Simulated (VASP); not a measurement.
Given:

```
CELL_PARAMETERS angstrom
      2.78932     0.00000     0.00000
      0.00000     2.78932     0.00000
      0.00000     0.00000     4.02066
ATOMIC_POSITIONS crystal
  Ti 0.00000 0.00000 0.00000
  Al 0.50000 0.50000 0.50000
```

Computed with PBE GGA with D3 dispersion (zero damping), VASP's PBE PAW potentials (set 64) (plane waves; VASP). Run with 520 eV cut-off, Gaussian smearing of 0.050 eV, potentials Ti_sv Al.

### Question
What does the run give for the band gap (along the path) with the smallest direct gap where there is one?

### Answer

```json
{
  "band gap (along the path)": "none (metal, semimetal or under 0.01 eV)"
}
```

Total energies compare only between runs with the same potentials, cut-off and functional.

The compound is TiAl in the L1_0 structure. It was relaxed first. The electron count is odd and the run is not spin-polarised, which forces a metal.
